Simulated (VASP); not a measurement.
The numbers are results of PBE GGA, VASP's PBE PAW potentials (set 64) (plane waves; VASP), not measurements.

VASP ran on this input.

**INCAR**
```
ALGO  =  Normal
EDIFF  =  1E-6
EDIFFG  =  -0.02
ENCUT  =  530
GGA  =  PE
IBRION  =  2
ISIF  =  3
ISMEAR  =  0
LASPH  =  .True.
LCHARG  =  .False.
LREAL  =  .False.
LWAVE  =  .False.
NELM  =  100
NSW  =  60
PREC  =  Accurate
SIGMA  =  0.05
SYSTEM  =  SiC
```

File KPOINTS:
```
Automatic mesh
0
Gamma
7 7 4
0 0 0
```

File POSCAR:
```
SiC
1
    3.0910909860     0.0000000000     0.0000000000
   -1.5455454930     2.6769630730     0.0000000000
    0.0000000000     0.0000000000     5.0757650900
Si C
2 2
Direct
  0.3333330000   0.6666670000   0.9995765919
  0.6666670000   0.3333330000   0.4995765919
  0.3333330000   0.6666670000   0.3754234081
  0.6666670000   0.3333330000   0.8754234081
```

POTCAR, in this order: Si C (PBE.64 set). Program: vasp_std.

Task: What will the output report for the number of irreducible k-points (NKPTS), largest plane-wave count, number of space-group operations, FFT grid (NGX, NGY, NGZ)?

Result: 
| Quantity | Value |
|---|---|
| number of irreducible k-points (NKPTS) | 24 |
| largest plane-wave count | 1184 |
| number of space-group operations | 12 |
| FFT grid (NGX, NGY, NGZ) | 24 × 24 × 40 |

The compound is SiC in the wurtzite structure, the rare 2H polytype. It was relaxed first. The start is the result of an earlier pass.
